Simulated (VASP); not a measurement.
Runs of VASP 6.6.1 on Sn. The structure is cubic, space group Fd-3m (No. 227). Conventional cell: a = 6.467 Å, b = 6.467 Å, c = 6.467 Å, α = 90.00°, β = 90.00°, γ = 90.00°. Sn (site symmetry -43m) has 4 Sn at 2.80 Å as nearest neighbours. The cell was built by a generator and needn't be a form met in nature.

```tsv
task	level	potentials or basis	spin	cell	k mesh	cutoff (eV)	pressure (GPa)
relaxation of cell and atoms	PBEsol	VASP PAW PBE potentials, release 64 (Sn_d)	off	relaxed	10 × 10 × 10	600	0.0
band structure	LDA	VASP PAW LDA potentials, release 64 (Sn_d)	off	Fd-3m, 34.92 Å³/atom	10 × 10 × 10	520	-1.2
band structure	PBEsol	VASP PAW PBE potentials, release 64 (Sn_d)	SOC, no magnetisation	Fd-3m, 34.92 Å³/atom	6 × 6 × 6	520	0.1
band structure	r2SCAN	VASP PAW PBE potentials, release 64 (Sn_d)	off	Fd-3m, 34.92 Å³/atom	10 × 10 × 10	520	(a)
```

Alike in all rows: smearing gaussian 0.03 eV.

Question: Estimate the missing entries.

Answer: (a) 0.5.

Caveats: the PAW data sets were made with another functional, which shifts forces and pressure a little (some runs).
